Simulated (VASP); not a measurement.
VASP input:

INCAR:
```
! general
SYSTEM =HgS
PREC   =Accurate
ENCUT  =400
LREAL  =.False.
LASPH  =.True.

! electronic loop
EDIFF  =1E-6
NELM   =100
ALGO   =Normal
LMAXMIX=6

! smearing
ISMEAR =1
SIGMA  =0.1

! functional
GGA    =PS

! ions
IBRION =2
NSW    =60
ISIF   =3
EDIFFG =-0.01

! output
LWAVE  =.False.
LCHARG =.False.
```

File POSCAR:
```
HgS
1.0
  0.0000000000   2.7275762809   2.7275762809
  2.7275762809   0.0000000000   2.7275762809
  2.7275762809   2.7275762809   0.0000000000
Hg S
1 1
Cart
  0.0000000000   0.0000000000   0.0000000000
  2.7275762809   2.7275762809   2.7275762809
```

### KPOINTS
```
Automatic
0
Gamma
  10 10 10
```

POTCAR, in this order: Hg S (PBE.64 set). Program: vasp_std.

### Question
Translate this PBEsol calculation to Ansatz.

### Answer
One equivalent input (not run):
Ansatz 0.2 input:
```yaml
crystal:
  lattice:
    - [0.0000000, 2.7275763, 2.7275763]
    - [2.7275763, 0.0000000, 2.7275763]
    - [2.7275763, 2.7275763, 0.0000000]
  atoms:
    - { symbol: Hg, position: [0.0000000, 0.0000000, 0.0000000] }
    - { symbol: S, position: [0.5000000, 0.5000000, 0.5000000] }
kpoints:
  mp_grid: { grid: [10, 10, 10] }
hamiltonian:
  xc: pbesol
  pseudopotentials: { kind: paw }
scf:
  occupations: { method: methfessel_paxton, width: 0.1 }
  max_iter: 100
relax:
  max_steps: 60
  f_tol: 0.01
  cell: {}
output: { forces: true, stress: true, eigenvalues: true }
```
Limits of the translation: each code has its own PAW files, so the cut-off isn't converted (ENCUT is set for VASP's; basis.ecutwfc is left out, and Ansatz then takes the one that its files recommend); Ansatz stops its SCF on the density residual and VASP on the energy change (EDIFF).

The structure was generated: HgS was put into the rock salt type (Fm-3m), which need not be its known phase. This run relaxes it. Symmetry was kept, so distortions that lower it aren't found. The start is the result of an earlier pass.
